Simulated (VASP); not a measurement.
An input for Ansatz (written as the equivalent of a VASP run, and not itself run):

Ansatz 0.2 input:
```yaml
crystal:
  lattice:
    - [3.5809221, 0.0000001, 0.0000000]
    - [-1.7904614, 3.1011698, 0.0000000]
    - [0.0000000, 0.0000000, 6.4125852]
  atoms:
    - { symbol: Ti, position: [0.0000000, 0.0000000, 0.0000000] }
    - { symbol: Ti, position: [0.0000000, 0.0000000, 0.5000000] }
    - { symbol: Ge, position: [0.3333330, 0.6666670, 0.2500000] }
    - { symbol: Ge, position: [0.6666670, 0.3333330, 0.7500000] }
kpoints:
  mp_grid: { grid: [9, 9, 5] }
hamiltonian:
  xc: r2scan
  pseudopotentials: { kind: paw }
scf:
  occupations: { method: methfessel_paxton, width: 0.1 }
  max_iter: 100
relax:
  max_steps: 60
  f_tol: 0.02
  cell: {}
output: { forces: true, stress: true, eigenvalues: true }
```

Problem. Write the VASP files for the same calculation (r2SCAN).

Solution. Several could match; the one computed here: 
**KPOINTS**
```
Automatic mesh
0
Gamma
9 9 5
0 0 0
```

**INCAR**
```
SYSTEM  =  TiGe
PREC  =  Accurate; ENCUT  =  400; LREAL  =  .FALSE.
LASPH  =  .TRUE.
EDIFF  =  1E-6; NELM  =  100; ALGO  =  Normal
LMAXMIX  =  4; LMIXTAU  =  .TRUE.
ISMEAR  =  1; SIGMA  =  0.1
METAGGA  =  R2SCAN
IBRION  =  2; NSW  =  60; ISIF  =  3
EDIFFG  =  -0.02
LWAVE  =  .FALSE.; LCHARG  =  .FALSE.
```

File POSCAR:
```
TiGe
1
    3.5809220682     0.0000000743     0.0000000000
   -1.7904614086     3.1011697709     0.0000000000
    0.0000000000     0.0000000000     6.4125851781
Ti Ge
2 2
Direct
  0.0000000000   0.0000000000   0.0000000000
  0.0000000000   0.0000000000   0.5000000000
  0.3333330000   0.6666670000   0.2500000000
  0.6666670000   0.3333330000   0.7500000000
```

POTCAR, in this order: Ti_sv Ge_d (PBE.64 set). Program: vasp_std.

What does not carry over: each code has its own PAW files, so the cut-off isn't converted (ENCUT is set for VASP's; basis.ecutwfc is left out, and Ansatz then takes the one that its files recommend); Ansatz stops its SCF on the density residual and VASP on the energy change (EDIFF).

The structure was generated: TiGe was put into the NiAs type (P6_3/mmc), which need not be its known phase. It was relaxed first, which changed the volume by -13 %. The start is the result of an earlier pass.
